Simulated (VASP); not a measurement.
OSZICAR of a VASP run on Zn (hcp):

### OSZICAR
```
       N       E                     dE             d eps       ncg     rms          rms(c)
DAV:   1     0.858586878024E+02    0.85859E+02   -0.11069E+04  5392   0.201E+03
DAV:   2    -0.696601550458E-01   -0.85928E+02   -0.84844E+02  5480   0.276E+02
DAV:   3    -0.240949934454E+01   -0.23398E+01   -0.23366E+01  6512   0.568E+01
DAV:   4    -0.241570614532E+01   -0.62068E-02   -0.62066E-02  6328   0.299E+00
DAV:   5    -0.241571561162E+01   -0.94663E-05   -0.94664E-05  6480   0.949E-02    0.405E+00
RMM:   6    -0.221805705000E+01    0.19766E+00   -0.93441E-01  5280   0.133E+01    0.312E+00
RMM:   7    -0.220936185766E+01    0.86952E-02   -0.26717E-02  5280   0.276E+00    0.155E+00
RMM:   8    -0.220434126011E+01    0.50206E-02   -0.63401E-03  5280   0.768E-01    0.106E-01
RMM:   9    -0.220436557877E+01   -0.24319E-04   -0.16892E-03  5280   0.693E-01    0.101E-01
RMM:  10    -0.220432532310E+01    0.40256E-04   -0.29630E-04  5278   0.210E-01    0.664E-03
RMM:  11    -0.220432753370E+01   -0.22106E-05   -0.20289E-05  3199   0.610E-02
   1 F= -.22043275E+01 E0= -.22042594E+01  d E =-.220433E+01
```

Task: Which electronic solver shows in the log?

Result: It is blocked Davidson (ALGO = Normal, or the opening steps of other solvers) and then RMM-DIIS (ALGO = Fast or VeryFast). The INCAR had ALGO = Fast.

Task: Can the final energy be trusted as converged?

Result: Self-consistency was reached. It stopped with EDIFF = 1E-5, NELM = 100, NSW = 20 and EDIFFG = -0.03 after 1 ionic step (PBE GGA, plane waves, VASP's PBE PAW potentials (set 64)).

The compound is Zn in the hcp structure. It was relaxed first.
